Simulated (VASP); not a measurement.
Data:

```yaml
crystal:
  lattice:
    - [5.79798, 0.00000, 0.00000]
    - [0.00000, 5.79798, 0.00000]
    - [0.00000, 0.00000, 5.79798]
  atoms:
    - { symbol: Zn, position: [0.00000, 0.00000, 0.00000] }
    - { symbol: Te, position: [0.26057, 0.26057, 0.26057] }
    - { symbol: Te, position: [0.73943, 0.73943, 0.26057] }
    - { symbol: Te, position: [0.73943, 0.26057, 0.73943] }
    - { symbol: Te, position: [0.26057, 0.73943, 0.73943] }
    - { symbol: Be, position: [0.50000, 0.50000, 0.00000] }
    - { symbol: Be, position: [0.50000, 0.00000, 0.50000] }
    - { symbol: Be, position: [0.00000, 0.50000, 0.50000] }
```

Calculation: PBE GGA, VASP's PBE PAW potentials (set 64) (plane waves; VASP). Run with 400 eV cut-off, Gaussian smearing of 0.050 eV, potentials Zn Te Be.

Unless said otherwise, spin-orbit coupling is left out, though it shifts the bands of the heavy elements here.

Problem. Give the energies of bands 12 to 25 at the high-symmetry points, in eV from the valence-band maximum.

Solution. 
```
band      Γ      X      M      R
----  -----  -----  -----  -----
12    -4.84  -3.50  -4.17  -5.21
13    -2.54  -3.26  -4.01  -5.21
14    -2.54  -3.04  -3.10  -1.36
15    -2.54  -3.01  -2.99  -1.36
16    -2.40  -3.01  -2.85  -1.18
17    -2.40  -2.69  -2.85  -1.18
18    -2.40  -1.73  -1.51  -1.18
19     0.00  -1.73  -1.11  -0.71
20     0.00  -1.26  -0.89  -0.71
21     0.00  -1.26  -0.89  -0.71
22     1.88   2.46   3.41   2.08
23     2.11   2.87   3.47   2.75
24     2.11   3.92   3.47   2.75
25     2.11   4.02   4.02   2.75
```

The gap is direct, 1.87 eV, from the valence maximum at Γ to the conduction minimum at Γ.

The structure was generated: Be3ZnTe4 was put into an ordered model structure (P-43m), which need not be its known phase. It was relaxed first.
